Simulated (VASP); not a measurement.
Data:

```cif
data_Pb4
_chemical_formula_sum 'Pb4'
_space_group_name_H-M_alt 'Fm-3m'
_space_group_IT_number 225
_space_group_name_Hall '-F 4 2 3'
_cell_length_a 4.92850
_cell_length_b 4.92850
_cell_length_c 4.92850
_cell_angle_alpha 90.000
_cell_angle_beta 90.000
_cell_angle_gamma 90.000
loop_
_atom_site_label
_atom_site_type_symbol
_atom_site_symmetry_multiplicity
_atom_site_Wyckoff_symbol
_atom_site_fract_x
_atom_site_fract_y
_atom_site_fract_z
_atom_site_occupancy
Pb1 Pb 4 a 0.00000 0.00000 0.00000 1
```
(The calculation used a cell of 1 atom; values per cell refer to that cell.)

All values below come from PBEsol GGA, VASP's PBE PAW potentials (set 64) (plane waves; VASP). Run with 480 eV cut-off, 12×12×12 Γ-centred mesh, first-order Methfessel-Paxton smearing of 0.10 eV, potentials Pb_d.

Each relaxation starts from this cell; other phases were not tried.

### Question
The cell is relaxed at 15 GPa. What happens?

### Answer
The volume per atom goes from 29.93 to 24.62 Å³ (-17.7 %), and the cell becomes a = 4.6178 Å, b = 4.6178 Å, c = 4.6178 Å, α = 90.00°, β = 90.00°, γ = 90.00°, space group Fm-3m.

### Question
The cell is relaxed at 20 GPa. What happens?

### Answer
The volume per atom goes from 29.93 to 23.63 Å³ (-21.1 %), and the cell becomes a = b = c = 4.5550 Å, α = β = γ = 90.00°, space group Fm-3m.

Failed runs are left out, and for metals the shear rows, which the mesh's noise covers.

The compound is Pb in the fcc structure.
